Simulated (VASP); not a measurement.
Input:

```
CELL_PARAMETERS angstrom
     -2.35503     2.35503     5.80311
      2.35503    -2.35503     5.80311
      2.35503     2.35503    -5.80311
ATOMIC_POSITIONS crystal
  Sr 0.00000 0.00000 0.00000
  Ag 0.25000 0.75000 0.50000
  Ag 0.75000 0.25000 0.50000
  Sn 0.37881 0.37881 0.00000
  Sn 0.62119 0.62119 0.00000
```

Method: LDA (Ceperley-Alder, Perdew-Zunger), VASP's LDA PAW potentials (set 64) (plane waves; VASP 6.6.1). Settings: 300 eV cut-off, 6×6×6 Γ-centred mesh, Gaussian smearing of 0.050 eV, potentials Sr_sv Ag Sn_d.

Problem. Give the energies of bands 22 to 35 at the high-symmetry points, in eV from the Fermi level.

Solution. 
```
band      Γ      X      P      N      M      S      R
----  -----  -----  -----  -----  -----  -----  -----
22    -4.51  -4.59  -4.58  -4.64  -4.54  -4.63  -4.58
23    -4.32  -4.55  -4.53  -4.62  -4.54  -4.61  -4.54
24    -4.23  -4.35  -4.35  -4.60  -4.38  -4.53  -4.40
25    -3.86  -4.34  -4.34  -4.54  -4.23  -4.47  -4.35
26    -3.78  -3.96  -4.09  -4.51  -3.78  -4.39  -4.17
27    -3.09  -2.65  -2.55  -3.33  -1.13  -4.03  -2.62
28    -0.73  -2.37  -2.55  -2.62  -1.13  -0.99  -2.50
29    -0.73  -2.31  -2.13  -0.31   0.46  -0.55  -1.96
30     0.99  -1.72  -1.24   0.59   0.64  -0.46  -1.49
31     0.99  -0.77  -1.24   1.41   1.59   2.05  -0.62
32     0.99   1.85   1.14   1.66   1.75   2.28   1.84
33     2.08   2.85   3.87   2.58   2.46   2.73   3.10
34     2.51   3.25   4.11   2.93   2.46   2.81   3.23
35     3.31   4.41   4.11   3.16   3.67   3.47   4.21
```

It has no gap at this level: it comes out as a metal or semimetal.

The structure comes from a computed database's Ag2Sn2Sr entry (I4/mmm); how it stands against other phases isn't given here. The cell was not relaxed at this level. The k-mesh is coarse (spacing up to 0.31 per Å, 2π included), so the numbers may not be converged in it.
